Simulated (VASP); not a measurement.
Write the native input for VASP 6.6.1 that does the following.

```
Task                   : relaxation of cell and atoms
Functional             : PBEsol
Potentials or basis    : VASP PAW PBE potentials, release 64 (Al)
Cutoff                 : 520 eV
k mesh                 : 18 × 18 × 18
Occupations            : gaussian, width 0.1 eV
Spin                   : no spin polarisation
Further INCAR settings : ALGO = Normal; EDIFF = 1e-07; IBRION = 2; EDIFFG = -0.002; NSW = 80; ISIF = 3
```

The structure of Al lies in POSCAR:

```
Al
1.0
    0.0000000000      2.0248050000      2.0248050000
    2.0248050000      0.0000000000      2.0248050000
    2.0248050000      2.0248050000      0.0000000000
Al
1
Direct
    0.0000000000      0.0000000000      0.0000000000
```

The input as run:

INCAR

```
  ALGO = Normal
  EDIFF = 1E-7
  EDIFFG = -0.002
  ENCUT = 520
  GGA = PS
  IBRION = 2
  ISIF = 3
  ISMEAR = 0
  LASPH = True
  LCHARG = False
  LREAL = False
  LWAVE = False
  NELM = 80
  NSW = 80
  PREC = Accurate
  SIGMA = 0.1
```

KPOINTS

```
k-points
0
Gamma
  18 18 18
```

Potentials or basis: VASP PAW PBE potentials, release 64 (Al).

Run with:

```bash
$ cat potpaw_PBE.64/Al/POTCAR > POTCAR
$ mpirun -np 1 vasp_std > vasp.out
```

It gave:

```
Relaxed volume                         : 16.19 Å³/atom
Relaxed cell                           : a = 2.840 Å, b = 2.840 Å, c = 2.840 Å, α = 60.00°, β = 60.00°, γ = 60.00°
Space group after relaxing (to 0.05 Å) : Fm-3m (No. 225)
Energy gained by relaxing              : 2.5 meV/atom
Ionic steps                            : 3
Pressure after relaxing                : 0.0 GPa
Band gap on the k mesh                 : none (metal or under the smearing width)
```

Caveat: the PAW data sets were made with another functional, which shifts forces and pressure a little.

Run time: 24 s on 1 thread of AMD EPYC 7R13 Processor (Zen 3) (shared host), peak memory 0.11 GiB.
